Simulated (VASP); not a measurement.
# CuRu: structure and properties in VASP

Wanted: the relaxed cell of CuRu and its properties. The steps: full relaxation (r2SCAN), density, ELF and potential (r2SCAN), band structure (r2SCAN), total and projected DOS (r2SCAN), elastic tensor by finite strains (r2SCAN), volume scan with r2SCAN and fit for r2SCAN. The cell is invented: it takes the structure of a Materials Project entry for FeRu (space group 187 there), with some of its atoms replaced by other elements, volume scaled by an estimate. It may not be a known or stable phase.

Method: r2SCAN; plane waves and PAW (Ru_pv, Cu); invented cell, in VASP 6.6.1.

## 1. The structure

Before any relaxation, the start is as follows. The structure is hexagonal, space group P-6m2 (No. 187). Conventional cell: a = 2.670 Å, b = 2.670 Å, c = 4.112 Å, α = 90.00°, β = 90.00°, γ = 120.00°. Nearest to Ru lie 6 Cu at 2.57 Å and 6 Ru at 2.67 Å. Nearest to Cu lie 6 Ru at 2.57 Å and 6 Cu at 2.67 Å. It derives from FeRu. it takes the structure of a Materials Project entry for FeRu (space group 187 there), with some of its atoms replaced by other elements, volume scaled by an estimate. Farther neighbours are not listed.

As a file:

```xyz
2
Lattice="2.6698 0.0000 0.0000 -1.3349 2.3121 0.0000 0.0000 0.0000 4.1118" Properties=species:S:1:pos:R:3 pbc="T T T"
Ru    1.3349    0.7707    0.0000
Cu    0.0000    0.0000    2.0559
```

## 2. Full relaxation (r2SCAN)

Properties are meant for the cell that this level of theory prefers, so cell and atoms are relaxed first (ISIF = 3) until forces and stress are small; EDIFFG sets the threshold. r2SCAN adds the kinetic-energy density, costs more than a GGA and is run with LASPH.

INCAR

```
SYSTEM = CuRu
PREC = Accurate
ENCUT = 400
EDIFF = 1E-06
NELM = 100
ISMEAR = 0
SIGMA = 0.05
LREAL = .FALSE.
ALGO = Normal
METAGGA = R2SCAN
LASPH = .TRUE.
LORBIT = 11
LWAVE = .FALSE.
LCHARG = .FALSE.
IBRION = 2
NSW = 60
ISIF = 3
EDIFFG = -0.01
```

POSCAR

```
CuRu
1.0
    2.6697650000      0.0000000000      0.0000000000
   -1.3348820000      2.3120840000      0.0000000000
    0.0000000000      0.0000000000      4.1117530000
Ru Cu
1 1
Direct
    0.6666666700      0.3333333300      0.0000000000
    0.0000000000      0.0000000000      0.5000000000
```

KPOINTS

```
Automatic mesh
0
Gamma
8 8 5
0 0 0
```

Potentials, in the order of the species: Ru_pv and Cu (PBE family, release 64).

The run is started by

```console
$ mpirun -np 1 vasp_std
```

The log of the run:

```text
[banner, memory and clock lines left out]
running    1 mpi-ranks, on    1 nodes
 distrk:  each k-point on    1 cores,    1 groups
 distr:  one band on    1 cores,    1 groups

 POSCAR found type information on POSCAR RuCu
 POSCAR found :  2 types and       2 ions
|                                                                             |
|               ----> ADVICE to this user running VASP <----                  |
|                                                                             |
|     You enforced a specific xc type in the INCAR file but a different       |
|     [... a line on the potential file left out ...]
|     I HOPE YOU KNOW WHAT YOU ARE DOING!                                     |
|                                                                             |

 LDA part: xc-table for (None), standard interpolation
 POSCAR, INCAR and KPOINTS ok, starting setup
 FFT: planning ... GRIDC
 FFT: planning ... GRID_SOFT
 FFT: planning ... GRID
 WAVECAR not read
 entering main loop
       N       E                     dE             d eps       ncg     rms          rms(c)
DAV:   1     0.124727158194E+03    0.12473E+03   -0.12926E+04  1040   0.195E+03
DAV:   2    -0.400899273515E+02   -0.16482E+03   -0.16235E+03  1008   0.395E+02
DAV:   3    -0.437554722211E+02   -0.36655E+01   -0.36380E+01  1224   0.701E+01
DAV:   4    -0.438197458173E+02   -0.64274E-01   -0.64049E-01  1192   0.735E+00
DAV:   5    -0.438233168882E+02   -0.35711E-02   -0.35706E-02  1504   0.165E+00    0.190E+01
DAV:   6    -0.396123291895E+02    0.42110E+01   -0.77840E+01  1024   0.244E+02    0.127E+01
DAV:   7    -0.354960516184E+02    0.41163E+01   -0.14583E+01  1208   0.952E+01    0.232E+00
DAV:   8    -0.354839353283E+02    0.12116E-01   -0.96844E-01  1392   0.251E+01    0.129E+00
DAV:   9    -0.354753942521E+02    0.85411E-02   -0.14609E-01  1424   0.108E+01    0.558E-01
DAV:  10    -0.354739701073E+02    0.14241E-02   -0.28368E-02  1264   0.526E+00    0.293E-01
DAV:  11    -0.354734879664E+02    0.48214E-03   -0.67073E-03  1296   0.230E+00    0.880E-02
DAV:  12    -0.354734634288E+02    0.24538E-04   -0.34845E-04  1392   0.229E-01    0.457E-02
DAV:  13    -0.354734644368E+02   -0.10080E-05   -0.26013E-05  1248   0.532E-02    0.246E-02
DAV:  14    -0.354734628590E+02    0.15778E-05   -0.38515E-05  1152   0.192E-01    0.631E-03
DAV:  15    -0.354734620080E+02    0.85096E-06   -0.49613E-06  1128   0.255E-02
   1 F= -.35473462E+02 E0= -.35470548E+02  d E =-.354735E+02
 curvature:   0.00 expect dE= 0.000E+00 dE for cont linesearch  0.000E+00
 trial: gam= 0.00000 g(F)=  0.169E-44 g(S)=  0.748E-01 ort = 0.000E+00 (trialstep = 0.100E+01)
 search vector abs. value=  0.748E-01
 bond charge predicted
       N       E                     dE             d eps       ncg     rms          rms(c)
DAV:   1    -0.361913257155E+02   -0.71786E+00   -0.20175E+01  1008   0.524E+01    0.540E+00
DAV:   2    -0.355844422991E+02    0.60688E+00   -0.24291E+00  1144   0.185E+01    0.216E+00
DAV:   3    -0.355274930234E+02    0.56949E-01   -0.15311E-01  1344   0.664E+00    0.101E+00
DAV:   4    -0.355275504687E+02   -0.57445E-04   -0.17510E-01  1368   0.120E+01    0.113E+00
DAV:   5    -0.355128541872E+02    0.14696E-01   -0.60066E-02  1240   0.766E+00    0.332E-01
DAV:   6    -0.355128714256E+02   -0.17238E-04   -0.40787E-03  1552   0.790E-01    0.926E-02
DAV:   7    -0.355129189373E+02   -0.47512E-04   -0.18101E-04  1032   0.132E-01    0.311E-02
DAV:   8    -0.355129261395E+02   -0.72022E-05   -0.36457E-05  1568   0.541E-02    0.111E-02
DAV:   9    -0.355129247107E+02    0.14287E-05   -0.26123E-06   856   0.255E-02    0.409E-03
DAV:  10    -0.355129257168E+02   -0.10061E-05   -0.95198E-07   712   0.111E-02    0.109E-03
DAV:  11    -0.355129255377E+02    0.17910E-06   -0.10019E-07   616   0.529E-03
   2 F= -.35512926E+02 E0= -.35509157E+02  d E =-.394635E-01
[...]
3 F= -.35513776E+02 E0= -.35510229E+02  d E =-.403138E-01
[...]
4 F= -.35505186E+02 E0= -.35503519E+02  d E =0.859023E-02
[...]
5 F= -.35521518E+02 E0= -.35518907E+02  d E =-.774182E-02
[...]
6 F= -.35521517E+02 E0= -.35518920E+02  d E =-.774078E-02
 curvature:  -0.26 expect dE=-0.230E-04 dE for cont linesearch -0.579E-06
 ZBRENT: accuracy reached
 trial: gam=-0.01898 g(F)=  0.298E-43 g(S)=  0.900E-04 ort =-0.329E-03 (trialstep = 0.917E+00)
 search vector abs. value=  0.120E-03
 bond charge predicted
       N       E                     dE             d eps       ncg     rms          rms(c)
DAV:   1    -0.355226967193E+02   -0.11796E-02   -0.29366E-02  1016   0.201E+00    0.233E-01
DAV:   2    -0.355216891682E+02    0.10076E-02   -0.49655E-03  1320   0.841E-01    0.107E-01
DAV:   3    -0.355216903123E+02   -0.11441E-05   -0.22120E-03  1264   0.137E+00    0.968E-02
DAV:   4    -0.355215639330E+02    0.12638E-03   -0.92792E-04  1184   0.949E-01    0.372E-02
DAV:   5    -0.355215560611E+02    0.78719E-05   -0.61675E-05  1560   0.190E-01    0.135E-02
DAV:   6    -0.355215569616E+02   -0.90056E-06   -0.67679E-06  1240   0.457E-02
   7 F= -.35521557E+02 E0= -.35518916E+02  d E =-.403291E-04
 trial-energy change:   -0.000040  1 .order   -0.000040   -0.000088    0.000008
 step:   0.8427(harm=  0.8427)  dis= 0.00000  next Energy=   -35.521557 (dE=-0.406E-04)
 reached required accuracy - stopping structural energy minimisation
```

It took 4.2 min on 1 MPI rank of AMD EPYC 7R43, shared host; peak memory 0.1 GiB.

Lines that name or quote the potential files are left out of all logs, and their timing lines are given in words.

From OUTCAR (step 2):

```text
ion  position               nearest neighbor table
   1  0.667  0.333  0.000-   2 2.57   2 2.57   2 2.57   2 2.57   2 2.57   2 2.57
   2  0.000  0.000  0.500-   1 2.57   1 2.57   1 2.57   1 2.57   1 2.57   1 2.57

  LATTYP: Found a hexagonal cell.
 ALAT       =     2.6697650000
 C/A-ratio  =     1.5401179505

 Subroutine GETGRP returns: Found 12 space group operations
 (whereof 12 operations were pure point group operations)

The static configuration has the point symmetry D_3h.

 Found     30 irreducible k-points:

   k-points           NKPTS =     30   k-points in BZ     NKDIM =     30   number of bands    NBANDS=     16

   dimension x,y,z NGX =    18 NGY =   18 NGZ =   28
   dimension x,y,z NGXF=    36 NGYF=   36 NGZF=   56

   ENCUT  =  400.0 eV  29.40 Ry    5.42 a.u.   4.35  4.35  6.71*2*pi/ulx,y,z

   NELECT =      25.0000    total number of electrons

 k-points in reciprocal lattice and weights: Automatic mesh
   0.00000000  0.00000000  0.00000000       0.003
   0.12500000  0.00000000  0.00000000       0.019
   0.25000000  0.00000000  0.00000000       0.019
   0.37500000  0.00000000  0.00000000       0.019
   0.50000000  0.00000000  0.00000000       0.009
   0.12500000  0.12500000  0.00000000       0.019
   0.25000000  0.12500000  0.00000000       0.038
   0.37500000  0.12500000  0.00000000       0.038
   0.25000000  0.25000000  0.00000000       0.019
[...]
0.25000000  0.25000000  0.40000000       0.038
   0.37500000  0.25000000  0.40000000       0.038

 average (electrostatic) potential at core
       1 -74.6554       2 -66.7908

 E-fermi :  10.0752

 k-point     1 :       0.0000    0.0000    0.0000
  band No.  band energies     occupation
    ...
      9       7.4654      2.00000
     10       7.4655      2.00000
     11       7.9964      2.00000
     12       7.9964      2.00000
     13       9.9061      2.00000
     14      10.8431      0.00000
     15      10.8431      0.00000
     16      17.2560      0.00000

 k-point     2 :       0.1250    0.0000    0.0000
  band No.  band energies     occupation
    ...
      9       7.1541      2.00000
     10       7.3835      2.00000
     11       7.7555      2.00000
     12       8.5105      2.00000
     13       8.5166      2.00000
     14      10.7696      0.00000
     15      12.7491      0.00000
     16      17.3216      0.00000

 k-point     3 :       0.2500    0.0000    0.0000
  band No.  band energies     occupation
    ...
      9       7.1852      2.00000
     10       7.5116      2.00000
     11       7.6251      2.00000
     12       8.3821      2.00000
     13       9.9446      1.99978
     14      10.6060      0.00000
     15      15.3020      0.00000
     16      17.5728      0.00000

  Total        0.0087171      0.0087171      0.0083155      0.0000000      0.0000000      0.0000000
  in kB        0.5452518      0.5452517      0.5201325      0.0000001      0.0000000      0.0000000
  external PRESSURE =       0.5368787 kB  Pullay stress =       0.0000000 kB

  energy-cutoff  :      400.00
  volume of cell :       25.61
      direct lattice vectors                 reciprocal lattice vectors
     2.616277465 -0.000000011 -0.000000000     0.382222458  0.220676186 -0.000000000
    -1.308138253  2.265762461  0.000000000     0.000000002  0.441352534  0.000000000
     0.000000000 -0.000000000  4.321008801     0.000000000 -0.000000000  0.231427439

 POSITION                                       TOTAL-FORCE (eV/Angst)
 -----------------------------------------------------------------------------------
      1.30814      0.75525      0.00000        -0.000000     -0.000000      0.000000
      0.00000     -0.00000      2.16050         0.000000      0.000000      0.000000
 -----------------------------------------------------------------------------------
    total drift:                               -0.000017      0.000013      0.000000

  FREE ENERGIE OF THE ION-ELECTRON SYSTEM (eV)
  ---------------------------------------------------
  free  energy   TOTEN  =       -35.5215569616 eV

  energy  without entropy=      -35.5162752363  energy(sigma->0) =      -35.51891610

 reached required accuracy - stopping structural energy minimisation

 total charge
# of ion       s       p       d       tot
------------------------------------------
    1        0.401   6.265   6.011  12.677
    2        0.459   0.442   9.163  10.065
--------------------------------------------------
tot          0.860   6.707  15.175  22.742

[... 3 further parts left out ...]
```

CONTCAR:

```
CuRu
   1.00000000000000
     2.6162774654059682   -0.0000000114108013   -0.0000000000000000
    -1.3081382526023004    2.2657624605527538    0.0000000000000000
     0.0000000000000000   -0.0000000000000000    4.3210088013117174
  Ru              Cu
     1     1
Direct
     0.6666666699999979    0.3333333300000021    0.0000000000000000
     0.0000000000000000    0.0000000000000000    0.5000000000000000
```

This run has no spin polarisation. Its electron count is odd, so without a moment it is a metal by construction. The k-mesh is coarse for a metal. The PAW data sets were made with PBE, which is usual practice but a small mismatch for other functionals. The run keeps the 12 symmetry operations of its start, so it cannot find a distortion of lower symmetry.

The steps of the relaxation:

```csv
step,energy less that of the first step (eV),largest force (eV/Å),pressure (GPa),volume (Å³)
1,0.0000,0.0000,2.04,25.38
2,-0.0395,0.0000,-3.20,25.96
3,-0.0403,0.0000,-3.94,26.06
4,-0.0317,0.0000,5.77,25.09
5,-0.0481,0.0000,-0.33,25.65
6,-0.0481,0.0000,-0.15,25.64
7,-0.0481,0.0000,0.05,25.61
```

```csv
"conventional cell, symmetrised",before,after,change
a (Å),2.670,2.616,-2.0 %
b (Å),2.670,2.616,-2.0 %
c (Å),4.112,4.321,+5.1 %
volume (Å³/atom),12.69,12.81,+0.9 %
```

The relaxed structure:

```xyz
2
Lattice="2.6163 0.0000 0.0000 -1.3081 2.2658 0.0000 0.0000 0.0000 4.3210" Properties=species:S:1:pos:R:3 pbc="T T T"
Ru    1.3081    0.7553    0.0000
Cu    0.0000    0.0000    2.1605
```

Numbers from this step:

```
electrons                       : 25
bands                           : 16
irreducible k-points            : 30
symmetry operations             : 12
free energy (TOTEN)             : -35.52 eV
energy at zero smearing         : -35.52 eV
Fermi energy                    : 10.08 eV
pressure                        : 0.05369 GPa
metallic                        : yes
SCF cycles over all ionic steps : 65
```

It ends with forces that vanish by symmetry and a pressure of 0.05 GPa.

(Continued in part 2 of 4.)

[Lines on the potential files, build, host, timing and source positions are cut from VASP's logs without a mark.]

[Logs are printed without paths, hosts, clocks, repeated set-up lines and the standing remarks that a program may print on its own settings, such as how far it seeks lower states.]

[Hosts, paths, dates, database ids (printed as entryN), source tags and the programs' standing remarks are cut or masked in the printed files.]

[A measured line is paired with the nearest computed mode of its activity, which favours agreement.]
